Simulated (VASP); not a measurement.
Input:

```
TaSi
1.0
    0.00000     2.88519     2.88519
    2.88519     0.00000     2.88519
    2.88519     2.88519     0.00000
Ta Si
1 1
Direct
  0.00000   0.00000   0.00000
  0.25000   0.25000   0.25000
```

Computed with PBE GGA, VASP's PBE PAW potentials (set 64) (plane waves; VASP). Run with 400 eV cut-off, 12×12×12 Γ-centred mesh, tetrahedra with Blöchl corrections, potentials Ta_pv Si.

Unless said otherwise, spin-orbit coupling is left out, though it shifts the bands of the heavy elements here.

Question: What does the run give for the energy per atom (σ→0), band gap (on the k-mesh) with the smallest direct gap where there is one?

Answer: 
```
Item                                                        Result
------------------------  ----------------------------------------
band gap (on the k-mesh)  none (metal, semimetal or under 0.01 eV)
energy per atom (σ→0)                               -7.592 eV/atom
```

Only differences to runs with the same potentials and settings are physical.

The structure was generated: TaSi was put into the zinc blende type (F-43m), which need not be its known phase. It was relaxed first, which changed the volume by -30 %. The electron count is odd and the run is not spin-polarised, which forces a metal.
